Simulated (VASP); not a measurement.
Calculation: SCAN meta-GGA, VASP's PBE PAW potentials (set 64) (plane waves; VASP).

VASP ran on this input.

### POSCAR
```
CuI
1
    0.0000000000     2.9963245237     2.9963245237
    2.9963245237     0.0000000000     2.9963245237
    2.9963245237     2.9963245237     0.0000000000
Cu I
1 1
Direct
  0.0000000000   0.0000000000   0.0000000000
  0.2500000000   0.2500000000   0.2500000000
```

INCAR:
```
ALGO  =  Normal
EDIFF  =  1E-7
ENCUT  =  520
ISIF  =  2
ISMEAR  =  0
LASPH  =  .TRUE.
LCHARG  =  .FALSE.
LMAXMIX  =  4
LMIXTAU  =  .TRUE.
LREAL  =  .FALSE.
LWAVE  =  .FALSE.
METAGGA  =  SCAN
NELM  =  100
PREC  =  Accurate
SIGMA  =  0.05
SYSTEM  =  CuI
```

### KPOINTS
```
Automatic mesh
0
G
 8 8 8
0 0 0
```

POTCAR, in this order: Cu I (PBE.64 set). Program: vasp_std.

The run wrote:

File OSZICAR:
```
       N       E                     dE             d eps       ncg     rms          rms(c)
DAV:   1     0.619660010796E+02    0.61966E+02   -0.84127E+03   754   0.153E+03
DAV:   2    -0.467489302028E+02   -0.10871E+03   -0.10230E+03   754   0.277E+02
DAV:   3    -0.551754237752E+02   -0.84265E+01   -0.82507E+01  1017   0.906E+01
DAV:   4    -0.554352268603E+02   -0.25980E+00   -0.25963E+00   846   0.139E+01
DAV:   5    -0.554450294491E+02   -0.98026E-02   -0.98019E-02  1111   0.298E+00    0.541E+00
DAV:   6    -0.524219708216E+02    0.30231E+01   -0.85900E+00   759   0.850E+01    0.445E+00
DAV:   7    -0.521316165603E+02    0.29035E+00   -0.15095E+00   909   0.488E+01    0.184E+00
DAV:   8    -0.521467355233E+02   -0.15119E-01   -0.49015E-01   945   0.207E+01    0.126E+00
DAV:   9    -0.520336067660E+02    0.11313E+00   -0.19069E-01   981   0.106E+01    0.227E-01
DAV:  10    -0.521325808044E+02   -0.98974E-01   -0.46385E-02   764   0.281E+00    0.786E-02
DAV:  11    -0.521333475818E+02   -0.76678E-03   -0.10232E-03   944   0.416E-01    0.276E-02
DAV:  12    -0.521333676211E+02   -0.20039E-04   -0.43478E-04   881   0.592E-01    0.332E-02
DAV:  13    -0.521334841657E+02   -0.11654E-03   -0.31136E-04   874   0.540E-01    0.107E-02
DAV:  14    -0.521334620567E+02    0.22109E-04   -0.48772E-05   827   0.155E-01    0.428E-03
DAV:  15    -0.521334686653E+02   -0.66086E-05   -0.13872E-05   814   0.655E-02    0.320E-03
DAV:  16    -0.521334681285E+02    0.53677E-06   -0.17460E-06   948   0.218E-02    0.143E-03
DAV:  17    -0.521334705672E+02   -0.24387E-05   -0.44745E-07   819   0.117E-02    0.867E-04
DAV:  18    -0.521334697312E+02    0.83593E-06   -0.47695E-07   774   0.112E-02    0.472E-04
DAV:  19    -0.521334681145E+02    0.16167E-05   -0.50692E-08   612   0.360E-03    0.141E-04
DAV:  20    -0.521334687995E+02   -0.68500E-06   -0.68363E-08   542   0.436E-03    0.159E-04
DAV:  21    -0.521334687942E+02    0.53567E-08   -0.50552E-09   437   0.134E-03
   1 F= -.52133469E+02 E0= -.52133469E+02  d E =-.243279E-11
```

File OUTCAR:
```
------------------------ aborting loop because EDIFF is reached ----------------------------------------
  FORCE on cell =-STRESS in cart. coord.  units (eV):
  Direction    XX          YY          ZZ          XY          YZ          ZX
  --------------------------------------------------------------------------------------
  Total       -0.0038707     -0.0038707     -0.0038707      0.0000000     -0.0000000      0.0000000
  in kB       -0.1152660     -0.1152660     -0.1152660      0.0000000     -0.0000000      0.0000000
  external PRESSURE =      -0.1152660 kB  Pullay stress =       0.0000000 kB
  volume of cell :       53.80
      direct lattice vectors                 reciprocal lattice vectors
     0.000000000  2.996324524  2.996324524    -0.166871110  0.166871110  0.166871110
     2.996324524  0.000000000  2.996324524     0.166871110 -0.166871110  0.166871110
     2.996324524  2.996324524  0.000000000     0.166871110  0.166871110 -0.166871110
  FREE ENERGIE OF THE ION-ELECTRON SYSTEM (eV)
  ---------------------------------------------------
  free  energy   TOTEN  =       -52.1334687942 eV

  energy  without entropy=      -52.1334687942  energy(sigma->0) =      -52.13346879
```
(Selected blocks of OUTCAR.)

The compound is CuI in the zinc blende structure. It was relaxed first.
